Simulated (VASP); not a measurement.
Here is a VASP 6.6.1 calculation.

The input INCAR:

```
SYSTEM = HCSeSF
PREC = Accurate
ENCUT = 520
EDIFF = 1E-6
ISMEAR = 0
SIGMA = 0.01
LREAL = .FALSE.
LASPH = .TRUE.
NELM = 100
ALGO = Normal
ISIF = 2
LWAVE = .FALSE.
LCHARG = .FALSE.
GGA = PE
IBRION = 2
NSW = 60
EDIFFG = -0.01
```

KPOINTS

```
regular mesh
0
G
  1 1 1
  0 0 0
```

File POSCAR:

```
HCSeSF
1.0
   12.0000000000      0.0000000000      0.0000000000
    0.0000000000     11.0000000000      0.0000000000
    0.0000000000      0.0000000000     12.0000000000
F C S Se H
1 1 1 1 1
Direct
    0.4336800000      0.4655340000      0.6129060000
    0.4681200000      0.4848810000      0.5080910000
    0.5972550000      0.5516410000      0.5036660000
    0.3887330000      0.4450090000      0.3904280000
    0.6160320000      0.5582600000      0.6126130000
```

Potentials or basis: VASP PAW PBE potentials, release 64 (F, C, S, Se, H).

Command:

```sh
$ cat potpaw_PBE.64/F/POTCAR potpaw_PBE.64/C/POTCAR potpaw_PBE.64/S/POTCAR potpaw_PBE.64/Se/POTCAR potpaw_PBE.64/H/POTCAR > POTCAR
$ mpirun -np 1 vasp_gam > vasp.out
```

(1) What does it give for the energy gained by relaxing?

(2) Predict the gap between the frontier levels.

## Answers

(1) 5.9 meV/atom.

(2) 2.54 eV.
